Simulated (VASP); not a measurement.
Calculation: LDA (Ceperley-Alder, Perdew-Zunger), VASP's LDA PAW potentials (set 64) (plane waves; VASP).

VASP ran on this input.

**POSCAR**
```
Cs
1
   -2.8776245759     2.8776245759     2.8776245759
    2.8776245759    -2.8776245759     2.8776245759
    2.8776245759     2.8776245759    -2.8776245759
Cs
1
Direct
  0.0000000000   0.0000000000   0.0000000000
```

INCAR:
```
# general
SYSTEM  = Cs
PREC    = Accurate
ENCUT   = 400   # plane-wave cut-off (eV)
LREAL   = .False.   # projection in real space or not
LASPH   = .True.   # aspherical one-centre terms

# electronic loop
EDIFF   = 1E-8   # SCF stop (eV)
NELM    = 100   # most electronic steps
ALGO    = Normal   # blocked Davidson
LMAXMIX = 4   # l cut-off of mixed one-centre charges

# smearing
ISMEAR  = 1
SIGMA   = 0.1   # width (eV)

# ions
IBRION  = 1   # quasi-Newton
NSW     = 30   # most ionic steps
ISIF    = 2   # forces and stress, cell fixed
EDIFFG  = -0.001   # ionic stop

# output
LWAVE   = .False.
LCHARG  = .False.
```

KPOINTS:
```
Automatic mesh
0
Gamma
  8 8 8
```

POTCAR, in this order: Cs_sv (LDA.64 set). Program: vasp_std.

Output

OSZICAR:
```
       N       E                     dE             d eps       ncg     rms          rms(c)
DAV:   1     0.455578459554E+02    0.45558E+02   -0.28169E+03   464   0.667E+02
DAV:   2     0.276492240620E+01   -0.42793E+02   -0.41972E+02   568   0.117E+02
DAV:   3    -0.948839639143E+00   -0.37138E+01   -0.37134E+01   512   0.413E+01
DAV:   4    -0.990038477526E+00   -0.41199E-01   -0.41198E-01   832   0.530E+00
DAV:   5    -0.990045236441E+00   -0.67589E-05   -0.67589E-05   592   0.646E-02    0.151E-01
DAV:   6    -0.988434677817E+00    0.16106E-02   -0.22983E-03   744   0.262E-01    0.856E-02
DAV:   7    -0.987886138163E+00    0.54854E-03   -0.29516E-03   576   0.296E-01    0.377E-02
DAV:   8    -0.987908946317E+00   -0.22808E-04   -0.55923E-05   736   0.641E-02    0.362E-03
DAV:   9    -0.987909743113E+00   -0.79680E-06   -0.67071E-07   736   0.464E-03    0.206E-03
DAV:  10    -0.987909906324E+00   -0.16321E-06   -0.29879E-07   696   0.300E-03    0.289E-04
DAV:  11    -0.987909908913E+00   -0.25891E-08   -0.36734E-09   616   0.391E-04
   1 F= -.98790991E+00 E0= -.98701439E+00  d E =-.987910E+00
```

OUTCAR:
```
------------------------ aborting loop because EDIFF is reached ----------------------------------------
  FORCE on cell =-STRESS in cart. coord.  units (eV):
  Direction    XX          YY          ZZ          XY          YZ          ZX
  --------------------------------------------------------------------------------------
  Total       -0.0020886     -0.0020886     -0.0020886     -0.0000000     -0.0000000     -0.0000000
  in kB       -0.0351073     -0.0351073     -0.0351073     -0.0000000     -0.0000000     -0.0000000
  external PRESSURE =      -0.0351073 kB  Pullay stress =       0.0000000 kB
  volume of cell :       95.32
      direct lattice vectors                 reciprocal lattice vectors
    -2.877624576  2.877624576  2.877624576     0.000000000  0.173754424  0.173754424
     2.877624576 -2.877624576  2.877624576     0.173754424  0.000000000  0.173754424
     2.877624576  2.877624576 -2.877624576     0.173754424  0.173754424  0.000000000
 POSITION                                       TOTAL-FORCE (eV/Angst)
 -----------------------------------------------------------------------------------
      0.00000      0.00000      0.00000         0.000000     -0.000000      0.000000
 -----------------------------------------------------------------------------------
    total drift:                               -0.000000      0.000000      0.000000
  FREE ENERGIE OF THE ION-ELECTRON SYSTEM (eV)
  ---------------------------------------------------
  free  energy   TOTEN  =        -0.9879099089 eV

  energy  without entropy=       -0.9852233582  energy(sigma->0) =       -0.98701439

 reached required accuracy - stopping structural energy minimisation
```
(Selected blocks of OUTCAR.)

The compound is Cs in the bcc structure. It was relaxed first, which changed the volume by -16 %. The start is the result of an earlier pass.
